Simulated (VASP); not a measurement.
Output of a VASP run:

### OSZICAR
```
       N       E                     dE             d eps       ncg     rms          rms(c)
DAV:   1     0.188480312704E+02    0.18848E+02   -0.55068E+03  1032   0.104E+03
DAV:   2    -0.134286666154E+02   -0.32277E+02   -0.29440E+02  1056   0.154E+02
DAV:   3    -0.138862434816E+02   -0.45758E+00   -0.45758E+00  1200   0.215E+01
DAV:   4    -0.138867452651E+02   -0.50178E-03   -0.50178E-03  1232   0.711E-01
DAV:   5    -0.138867455584E+02   -0.29327E-06   -0.29327E-06  1176   0.135E-02    0.674E+00
DAV:   6    -0.125206421583E+02    0.13661E+01   -0.84094E+00   896   0.208E+01    0.216E+00
DAV:   7    -0.124966576123E+02    0.23985E-01   -0.29360E-02   952   0.234E+00    0.127E+00
DAV:   8    -0.124836853845E+02    0.12972E-01   -0.17481E-02   904   0.209E+00    0.129E-01
DAV:   9    -0.124836265228E+02    0.58862E-04   -0.29338E-04  1368   0.156E-01    0.634E-02
DAV:  10    -0.124836654099E+02   -0.38887E-04   -0.38674E-05   920   0.740E-02    0.329E-03
DAV:  11    -0.124836652802E+02    0.12967E-06   -0.11567E-06   888   0.829E-03
   1 F= -.11383871E+02 E0= -.11383871E+02  d E =-.113839E+02
```

**OUTCAR**
```
------------------------ aborting loop because EDIFF is reached ----------------------------------------
  FORCE on cell =-STRESS in cart. coord.  units (eV):
  Direction    XX          YY          ZZ          XY          YZ          ZX
  --------------------------------------------------------------------------------------
  Total        1.1003741      1.1003741      1.1003741     -0.0000000     -0.0000000      0.0000000
  in kB      100.0526763    100.0526763    100.0526763     -0.0000000     -0.0000000      0.0000000
  external PRESSURE =       0.0526763 kB  Pullay stress =     100.0000000 kB
  volume of cell :       17.62
      direct lattice vectors                 reciprocal lattice vectors
     0.000000000  2.065367820  2.065367820    -0.242087630  0.242087630  0.242087630
     2.065367820  0.000000000  2.065367820     0.242087630 -0.242087630  0.242087630
     2.065367820  2.065367820  0.000000000     0.242087630  0.242087630 -0.242087630
  FREE ENERGIE OF THE ION-ELECTRON SYSTEM (eV)
  ---------------------------------------------------
  free  energy   TOTEN  =       -12.4836652802 eV

  energy  without entropy=      -12.4836652802  energy(sigma->0) =      -12.48366528
  enthalpy is  TOTEN    =       -11.3838705566 eV   P V=        1.0997947236

 reached required accuracy - stopping structural energy minimisation
```
(Selected blocks of OUTCAR.)

### POSCAR
```
MgO
1
    0.0000000000     2.0653678203     2.0653678203
    2.0653678203     0.0000000000     2.0653678203
    2.0653678203     2.0653678203    -0.0000000000
Mg O
1 1
Direct
  0.0000000000   0.0000000000   0.0000000000
  0.5000000000   0.5000000000   0.5000000000
```

Task: Reconstruct the remaining input files.

Result: Several could match; the one computed here: the input of the run itself, PBEsol GGA, plane waves, VASP's PBE PAW potentials (set 64).

**INCAR**
```
SYSTEM = MgO
PREC = Accurate; ENCUT = 620; LREAL = .FALSE.
LASPH = .TRUE.
EDIFF = 1E-6; NELM = 100; ALGO = Normal
ISMEAR = 0; SIGMA = 0.05
GGA = PS
IBRION = 2; NSW = 40; ISIF = 3
EDIFFG = -0.02; PSTRESS = 100
LWAVE = .FALSE.; LCHARG = .FALSE.
```

### KPOINTS
```
K-points
0
G
11 11 11
0 0 0
```

POTCAR, in this order: Mg O (PBE.64 set). Program: vasp_std.

The structure was generated: MgO was put into the rock salt type (Fm-3m), which need not be its known phase. It was relaxed first under an external pressure of 10 GPa.
